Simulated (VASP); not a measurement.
Write the native input for VASP 6.6.1 that does the following.

* Task: relaxation of cell and atoms
* Functional: LDA
* Potentials or basis: VASP PAW LDA potentials, release 64 (La, C)
* Cutoff: 520 eV
* k mesh: 16 × 16 × 16
* Occupations: gaussian, width 0.1 eV
* Spin: no spin polarisation
* Further INCAR settings: ALGO = Normal; EDIFF = 1e-07; IBRION = 2; EDIFFG = -0.002; NSW = 80; ISIF = 3

The structure of LaC2 lies in POSCAR:

```
LaC2
1.0
   -1.9670000000      1.9670000000      3.2860000000
    1.9670000000     -1.9670000000      3.2860000000
    1.9670000000      1.9670000000     -3.2860000000
La C
1 2
Direct
    0.0000000000      0.0000000000      0.0000000000
    0.4030000000      0.4030000000      0.0000000000
    0.5970000000      0.5970000000      0.0000000000
```

These files were run (other wordings do the same):

INCAR

```
ALGO = Normal ; EDIFF = 1E-7
EDIFFG = -0.002 ; ENCUT = 520
GGA = CA ; IBRION = 2
ISIF = 3 ; ISMEAR = 0
KPAR = 4 ; LASPH = True
LCHARG = False ; LREAL = False
LWAVE = False ; NELM = 60
NSW = 80 ; PREC = Accurate
SIGMA = 0.1
```

KPOINTS

```
k-points
0
Gamma
  16 16 16
```

Potentials or basis: VASP PAW LDA potentials, release 64 (La, C).

The run is started by

```bash
$ cat potpaw_LDA.64/La/POTCAR potpaw_LDA.64/C/POTCAR > POTCAR
$ mpirun -np 4 vasp_std > vasp.out
```

Results of the run:

| Item | Value |
| --- | --- |
| Relaxed volume | 16.12 Å³/atom |
| Relaxed cell | a = 4.242 Å, b = 4.242 Å, c = 4.242 Å, α = 125.89°, β = 125.89°, γ = 80.08° |
| Space group after relaxing (to 0.05 Å) | I4/mmm (No. 139) |
| Energy gained by relaxing | 14.7 meV/atom |
| Ionic steps | 15 |
| Pressure after relaxing | 0.0 GPa |
| Band gap on the k mesh | none (metal or under the smearing width) |

Run time: 2.8 min on 4 MPI ranks on Intel(R) Xeon(R) 6975P-C (Granite Rapids) (shared host), peak memory 0.42 GiB a rank.
